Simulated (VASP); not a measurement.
TaSeF:

```
Ta Se F
1.0
     3.66980    0.00000    0.00000
     0.00000    3.66980    0.00000
     0.00000    0.00000    4.14531
Ta Se F
1 1 1
Direct
  0.00000 0.00000 0.50000
  0.50000 0.50000 0.50000
  0.00000 0.00000 0.00000
```

The cell was built by a generator and needn't be a form met in nature.

Base run:

* Program: VASP 6.6.1
* Functional: PBE
* Potentials or basis: VASP PAW PBE potentials, release 64 (Ta_pv, Se, F)
* Cutoff: 520 eV
* k mesh: 5 × 5 × 5
* Occupations: fermi-dirac, width 0.05 eV
* Spin: no spin polarisation

Its results: pressure 0.0 GPa.

Question: The run is repeated on the same cell with these changes: spin from no spin polarisation to spin-orbit coupling, no magnetisation. What comes out?

Answer: Pressure 0.7 GPa.
